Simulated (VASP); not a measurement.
All values below come from PBE GGA, VASP's PBE PAW potentials (set 64) (plane waves; VASP).

The input files of a VASP run:

POSCAR:
```
Fe
1
   -1.4168963496     1.4168963496     1.4168963496
    1.4168963496    -1.4168963496     1.4168963496
    1.4168963496     1.4168963496    -1.4168963496
Fe
1
Direct
  0.0000000000   0.0000000000   0.0000000000
```

File KPOINTS:
```
Automatic mesh
0
Gamma
16 16 16
0 0 0
```

### INCAR
```
ALGO = Normal
EDIFF = 1E-6
EDIFFG = -0.01
ENCUT = 520
GGA = PE
IBRION = 2
ISIF = 3
ISMEAR = 1
ISPIN = 2
LASPH = T
LCHARG = F
LMAXMIX = 4
LORBIT = 10
LREAL = F
LWAVE = F
MAGMOM = 2.2
NELM = 100
NSW = 60
PREC = Accurate
SIGMA = 0.1
SYSTEM = Fe
```

POTCAR, in this order: Fe (PBE.64 set). Program: vasp_std.

### Question
What will the output report for the number of irreducible k-points (NKPTS), largest plane-wave count, number of space-group operations, FFT grid (NGX, NGY, NGZ)?

### Answer

- number of irreducible k-points (NKPTS) = 145
- largest plane-wave count = 321
- number of space-group operations = 48
- FFT grid (NGX, NGY, NGZ) = 18 × 18 × 18

The compound is Fe in the bcc structure. It was relaxed first. The start is the result of an earlier pass.
